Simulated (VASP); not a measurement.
```yaml
crystal:
  lattice:
    - [-0.00175, 4.48512, 4.47770]
    - [4.48512, -0.00175, 4.47770]
    - [2.24168, 2.24168, 0.00000]
  atoms:
    - { symbol: Sc, position: [0.00000, 0.00000, 0.00000] }
    - { symbol: N, position: [0.25060, 0.25060, 0.49879] }
    - { symbol: N, position: [0.25225, 0.74775, 0.50000] }
    - { symbol: N, position: [0.74775, 0.25225, 0.50000] }
    - { symbol: N, position: [0.74940, 0.74940, 0.50121] }
    - { symbol: Hf, position: [0.00000, 0.50000, 0.00000] }
    - { symbol: Hf, position: [0.50000, 0.00000, 0.00000] }
    - { symbol: Hf, position: [0.50000, 0.50000, 0.00000] }
```

These are PBEsol GGA, VASP's PBE PAW potentials (set 64) (plane waves; VASP) values and carry that method's errors. Numerical set-up: 520 eV cut-off, 7×7×13 Γ-centred mesh, tetrahedra with Blöchl corrections, potentials Sc_sv N Hf_pv.

Unless said otherwise, spin-orbit coupling is left out, though it shifts the bands of the heavy elements here.

Tabulate the total density of states (states/eV per cell) against energy (eV; zero at the valence-band maximum or, without a gap, the Fermi level).

```tsv
E (eV)	DOS (states/eV)
-9.94	0.00
-9.42	0.00
-8.80	0.00
-8.29	0.39
-7.67	1.86
-7.16	4.59
-6.64	2.93
-6.03	3.99
-5.51	9.45
-4.89	9.24
-4.38	4.69
-3.76	3.48
-3.25	0.83
-2.73	0.24
-2.12	0.59
-1.60	0.87
-0.98	1.55
-0.47	1.52
0.15	2.29
0.66	2.95
1.18	2.90
1.79	3.39
2.31	3.97
2.92	2.81
3.44	2.03
```
Within 2 eV below the Fermi level the largest weight inside VASP's projection spheres is Hf d, then N p.

The structure was generated: Hf3ScN4 was put into an ordered model structure (Cmmm), which need not be its known phase. It was relaxed first. The electron count is odd and the run is not spin-polarised, which forces a metal.
